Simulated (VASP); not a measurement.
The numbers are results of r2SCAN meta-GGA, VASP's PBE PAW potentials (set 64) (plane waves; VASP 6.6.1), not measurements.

A VASP calculation is set up with these files.

**KPOINTS**
```
Automatic
0
gamma
 13 13 7
0 0 0
```

POSCAR:
```
Y
1.0
  1.8422354866  -3.1908457462   0.0000000000
  1.8422354866   3.1908457462   0.0000000000
  0.0000000000   0.0000000000   5.6761183114
Y
2
Direct
  0.3333330000   0.6666670000   0.2500000000
  0.6666670000   0.3333330000   0.7500000000
```

File KPOINTS_OPT:
```
k-points along high-symmetry lines
6
Line-mode
Reciprocal
  0.000000   0.000000   0.000000 ! GAMMA
 -0.000000   0.500000   0.000000 ! M

 -0.000000   0.500000   0.000000 ! M
 -0.333333   0.666667   0.000000 ! K

 -0.333333   0.666667   0.000000 ! K
  0.000000   0.000000   0.000000 ! GAMMA

  0.000000   0.000000   0.000000 ! GAMMA
  0.000000   0.000000   0.500000 ! A

  0.000000   0.000000   0.500000 ! A
 -0.000000   0.500000   0.500000 ! L

 -0.000000   0.500000   0.500000 ! L
 -0.333333   0.666667   0.500000 ! H

 -0.333333   0.666667   0.500000 ! H
  0.000000   0.000000   0.500000 ! A

 -0.000000   0.500000   0.500000 ! L
 -0.000000   0.500000   0.000000 ! M

 -0.333333   0.666667   0.500000 ! H
 -0.333333   0.666667   0.000000 ! K
```

INCAR:
```
LMAXMIX=4   ! l cut-off of mixed one-centre charges
LCHARG=.False.
PREC=Accurate
ISMEAR=-5
LWAVE=.False.
LORBIT=11
ISIF=2
ALGO=Normal   ! blocked Davidson
NELM=100   ! most electronic steps
LASPH=.True.
ENCUT=520
LMIXTAU=.True.
EDIFF=1E-7
SYSTEM=Y
METAGGA=R2SCAN
LREAL=.False.   ! projection in real space or not
NEDOS=601   ! DOS grid
```

POTCAR, in this order: Y_sv (PBE.64 set). Program: vasp_std.

Predict the energy per atom (σ→0), band gap (over mesh and band path).

The energy per atom (σ→0) is -20.271 eV/atom and the band gap (over mesh and band path) is none (metal, semimetal or under 0.01 eV).

### OSZICAR
```
...
DAV:  24    -0.405421403666E+02   -0.25402E-05   -0.17593E-08  1512   0.138E-03    0.323E-04
DAV:  25    -0.405421396673E+02    0.69933E-06   -0.55210E-09  1435   0.678E-04    0.131E-04
DAV:  26    -0.405421402686E+02   -0.60134E-06   -0.17555E-09  1428   0.324E-04    0.809E-05
DAV:  27    -0.405421396385E+02    0.63016E-06   -0.12533E-09  1407   0.297E-04    0.439E-05
DAV:  28    -0.405421397635E+02   -0.12502E-06   -0.45237E-10  1365   0.133E-04    0.352E-05
DAV:  29    -0.405421398168E+02   -0.53364E-07   -0.20530E-10  1358   0.850E-05
   1 F= -.40542140E+02 E0= -.40542140E+02  d E =0.000000E+00
       N       E                     dE             ncg
```

The compound is Y in the hcp structure. It was relaxed first.
